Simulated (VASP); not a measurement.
Here is the system:

```yaml
crystal:
  lattice:
    - [0.00000, 2.57758, 2.57758]
    - [2.57758, 0.00000, 2.57758]
    - [2.57758, 2.57758, 0.00000]
  atoms:
    - { symbol: O, position: [0.25000, 0.25000, 0.25000] }
    - { symbol: Hg, position: [0.00000, 0.00000, 0.00000] }
```

Level of theory: LDA (Ceperley-Alder, Perdew-Zunger), VASP's LDA PAW potentials (set 64) (plane waves; VASP). Run with 520 eV cut-off, Gaussian smearing of 0.050 eV, potentials O Hg.

Task: Give the energies of bands 2 to 11 at the high-symmetry points, in eV from the Fermi level.

Result: 
```tsv
band	Γ	X	U	L	W
2	-6.63	-6.73	-6.46	-6.30	-6.27
3	-6.63	-5.44	-5.71	-6.30	-5.74
4	-6.63	-5.44	-5.40	-5.48	-5.57
5	-5.04	-5.01	-4.91	-4.87	-5.02
6	-5.04	-4.76	-4.42	-4.87	-4.28
7	-2.01	-3.48	-4.36	-4.51	-4.05
8	0.00	-2.14	-2.40	-0.84	-2.87
9	0.00	-2.14	-1.63	-0.84	-1.67
10	0.00	4.53	4.54	2.35	4.72
11	11.39	4.81	5.73	5.48	6.30
```

It has no gap at this level: it comes out as a metal or semimetal.

The structure was generated: HgO was put into the zincblende type (F-43m), which need not be its known phase. It was relaxed first, which changed the volume by +14 %.
